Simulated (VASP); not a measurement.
Output of a VASP run:

File OSZICAR:
```
...
   7 F= -.15426372E+03 E0= -.15422521E+03  d E =-.538843E-01
       N       E                     dE             d eps       ncg     rms          rms(c)
DAV:   1    -0.154266106047E+03   -0.23894E-02   -0.14909E+01   704   0.528E+00    0.814E-01
RMM:   2    -0.154278484889E+03   -0.12379E-01   -0.14071E-01   688   0.558E-01    0.244E-01
RMM:   3    -0.154280205373E+03   -0.17205E-02   -0.18783E-02   689   0.213E-01    0.199E-01
RMM:   4    -0.154280262238E+03   -0.56865E-04   -0.27182E-03   691   0.823E-02    0.125E-01
RMM:   5    -0.154280295482E+03   -0.33244E-04   -0.79285E-04   679   0.420E-02    0.287E-02
RMM:   6    -0.154280299097E+03   -0.36153E-05   -0.16128E-04   588   0.179E-02    0.197E-02
RMM:   7    -0.154280302954E+03   -0.38567E-05   -0.45883E-05   498   0.936E-03
   8 F= -.15428030E+03 E0= -.15424176E+03  d E =-.704643E-01
       N       E                     dE             d eps       ncg     rms          rms(c)
DAV:   1    -0.154280012046E+03    0.28705E-03   -0.17396E+00   720   0.183E+00    0.278E-01
RMM:   2    -0.154281454474E+03   -0.14424E-02   -0.16407E-02   688   0.189E-01    0.854E-02
RMM:   3    -0.154281653579E+03   -0.19910E-03   -0.21750E-03   688   0.728E-02    0.688E-02
RMM:   4    -0.154281662068E+03   -0.84886E-05   -0.34415E-04   655   0.286E-02    0.413E-02
RMM:   5    -0.154281666505E+03   -0.44370E-05   -0.86858E-05   560   0.141E-02
   9 F= -.15428167E+03 E0= -.15424312E+03  d E =-.718278E-01
       N       E                     dE             d eps       ncg     rms          rms(c)
DAV:   1    -0.154284404086E+03   -0.27420E-02   -0.24101E+01   704   0.762E+00    0.105E+00
RMM:   2    -0.154302051339E+03   -0.17647E-01   -0.20964E-01   688   0.755E-01    0.256E-01
RMM:   3    -0.154304826114E+03   -0.27748E-02   -0.29683E-02   689   0.291E-01    0.227E-01
RMM:   4    -0.154304960332E+03   -0.13422E-03   -0.42009E-03   691   0.111E-01    0.160E-01
RMM:   5    -0.154304973372E+03   -0.13040E-04   -0.13274E-03   690   0.585E-02    0.331E-02
RMM:   6    -0.154304983945E+03   -0.10573E-04   -0.23161E-04   634   0.217E-02    0.238E-02
RMM:   7    -0.154304985608E+03   -0.16631E-05   -0.64860E-05   531   0.119E-02
  10 F= -.15430499E+03 E0= -.15426642E+03  d E =-.233191E-01
       N       E                     dE             d eps       ncg     rms          rms(c)
DAV:   1    -0.154305122296E+03   -0.13835E-03   -0.30546E-01   736   0.858E-01    0.115E-01
RMM:   2    -0.154305347896E+03   -0.22560E-03   -0.26573E-03   688   0.846E-02    0.289E-02
RMM:   3    -0.154305383103E+03   -0.35206E-04   -0.37623E-04   685   0.330E-02    0.258E-02
RMM:   4    -0.154305384750E+03   -0.16479E-05   -0.58285E-05   526   0.128E-02
  11 F= -.15430538E+03 E0= -.15426682E+03  d E =-.237182E-01
       N       E                     dE             d eps       ncg     rms          rms(c)
DAV:   1    -0.154306089150E+03   -0.70605E-03   -0.44364E+00   704   0.335E+00    0.314E-01
RMM:   2    -0.154308200746E+03   -0.21116E-02   -0.25496E-02   688   0.294E-01    0.824E-02
RMM:   3    -0.154308538082E+03   -0.33734E-03   -0.36898E-03   688   0.113E-01    0.663E-02
RMM:   4    -0.154308534234E+03    0.38475E-05   -0.51404E-04   688   0.420E-02    0.407E-02
RMM:   5    -0.154308537797E+03   -0.35625E-05   -0.14843E-04   687   0.214E-02    0.113E-02
RMM:   6    -0.154308538609E+03   -0.81257E-06   -0.29103E-05   456   0.856E-03
  12 F= -.15430854E+03 E0= -.15426997E+03  d E =-.315386E-02
```

### OUTCAR
```
------------------------ aborting loop because EDIFF is reached ----------------------------------------
  FORCE on cell =-STRESS in cart. coord.  units (eV):
  Direction    XX          YY          ZZ          XY          YZ          ZX
  --------------------------------------------------------------------------------------
  Total      -15.7356913    -15.7202034    -15.7013041      0.0734750     -0.0596450      0.0318314
  in kB      -10.8382671    -10.8275995    -10.8145822      0.0506073     -0.0410817      0.0219245
  external PRESSURE =     -10.8268163 kB  Pullay stress =       0.0000000 kB
  volume of cell :     2326.14
      direct lattice vectors                 reciprocal lattice vectors
    13.249887362  0.000000000  0.000000000     0.075472340  0.000000000  0.000000000
     0.000000000 13.249887362  0.000000000     0.000000000  0.075472340  0.000000000
     0.000000000  0.000000000 13.249887362     0.000000000  0.000000000  0.075472340
  FREE ENERGIE OF THE ION-ELECTRON SYSTEM (eV)
  ---------------------------------------------------
  free  energy   TOTEN  =      -154.3085386092 eV

  energy  without entropy=     -154.2314092639  energy(sigma->0) =     -154.26997394

 reached required accuracy - stopping structural energy minimisation
```
(Selected blocks of OUTCAR.)

File POSCAR:
```
Cd32PTe31
1
   13.2498873621     0.0000000000     0.0000000000
    0.0000000000    13.2498873621    -0.0000000000
   -0.0000000000    -0.0000000000    13.2498873621
Cd Te P
32 31 1
Direct
  0.5000000000   0.0000000000   0.0000000000
  0.7500000000   0.2500000000   0.0000000000
  0.7500000000   0.0000000000   0.2500000000
  0.0000000000   0.0000000000   0.0000000000
  0.2500000000   0.2500000000   0.0000000000
  0.5000000000   0.5000000000   0.0000000000
  0.7500000000   0.7500000000   0.0000000000
  0.2500000000   0.0000000000   0.2500000000
  0.5015620000   0.2537940000   0.2510550000
  0.7461780000   0.4967000000   0.2505270000
  0.5000000000   0.0000000000   0.5000000000
  0.7467190000   0.2483190000   0.4968030000
  0.7500000000   0.0000000000   0.7500000000
  0.0000000000   0.5000000000   0.0000000000
  0.2500000000   0.7500000000   0.0000000000
  0.0000000000   0.2500000000   0.2500000000
  0.2500000000   0.5000000000   0.2500000000
  0.5000000000   0.7500000000   0.2500000000
  0.0000000000   0.0000000000   0.5000000000
  0.2500000000   0.2500000000   0.5000000000
  0.4983860000   0.5003070000   0.4970230000
  0.7500000000   0.7500000000   0.5000000000
  0.2500000000   0.0000000000   0.7500000000
  0.5000000000   0.2500000000   0.7500000000
  0.7500000000   0.5000000000   0.7500000000
  0.0000000000   0.7500000000   0.2500000000
  0.0000000000   0.5000000000   0.5000000000
  0.2500000000   0.7500000000   0.5000000000
  0.0000000000   0.2500000000   0.7500000000
  0.2500000000   0.5000000000   0.7500000000
  0.5000000000   0.7500000000   0.7500000000
  0.0000000000   0.7500000000   0.7500000000
  0.6250000000   0.1250000000   0.1250000000
  0.8750000000   0.3750000000   0.1250000000
  0.8750000000   0.1250000000   0.3750000000
  0.1250000000   0.1250000000   0.1250000000
  0.3750000000   0.3750000000   0.1250000000
  0.6250000000   0.6250000000   0.1250000000
  0.8750000000   0.8750000000   0.1250000000
  0.3750000000   0.1250000000   0.3750000000
  0.8750000000   0.6250000000   0.3750000000
  0.6250000000   0.1250000000   0.6250000000
  0.8750000000   0.3750000000   0.6250000000
  0.8750000000   0.1250000000   0.8750000000
  0.1250000000   0.6250000000   0.1250000000
  0.3750000000   0.8750000000   0.1250000000
  0.1250000000   0.3750000000   0.3750000000
  0.3750000000   0.6250000000   0.3750000000
  0.6250000000   0.8750000000   0.3750000000
  0.1250000000   0.1250000000   0.6250000000
  0.3750000000   0.3750000000   0.6250000000
  0.6250000000   0.6250000000   0.6250000000
  0.8750000000   0.8750000000   0.6250000000
  0.3750000000   0.1250000000   0.8750000000
  0.6250000000   0.3750000000   0.8750000000
  0.8750000000   0.6250000000   0.8750000000
  0.1250000000   0.8750000000   0.3750000000
  0.1250000000   0.6250000000   0.6250000000
  0.3750000000   0.8750000000   0.6250000000
  0.1250000000   0.3750000000   0.8750000000
  0.3750000000   0.6250000000   0.8750000000
  0.6250000000   0.8750000000   0.8750000000
  0.1250000000   0.8750000000   0.8750000000
  0.6212830000   0.3722190000   0.3761210000
```

**Question.** Reconstruct the remaining input files.

**Answer.** One answer among several that fit: the input of the run itself, PBE GGA, plane waves, VASP's PBE PAW potentials (set 64).

### KPOINTS
```
Automatic mesh
0
Gamma
1 1 1
```

### INCAR
```
SYSTEM  =  Cd32PTe31
PREC  =  Normal; ENCUT  =  400; LREAL  =  Auto
LASPH  =  .TRUE.; ISYM  =  0; NELECT  =  574.0
EDIFF  =  1E-5; NELM  =  100; NELMIN  =  4
ALGO  =  Fast; LMAXMIX  =  4
ISMEAR  =  0; SIGMA  =  0.05
GGA  =  PE
IBRION  =  2; NSW  =  60; ISIF  =  2
EDIFFG  =  -0.03
LWAVE  =  .FALSE.; LCHARG  =  .FALSE.
```

POTCAR, in this order: Cd Te P (PBE.64 set). Program: vasp_gam.

The cell is charged, with a uniform compensating background. The supercell is sampled at Γ alone, which is coarse: total energies, pressure and levels can be off, energies of defects by several tenths of an eV.

The cell is a supercell with a defect, built from CdTe (zinc blende): P_Te, charge +1. The run is not spin-polarised, so no state with unpaired spins was tried.
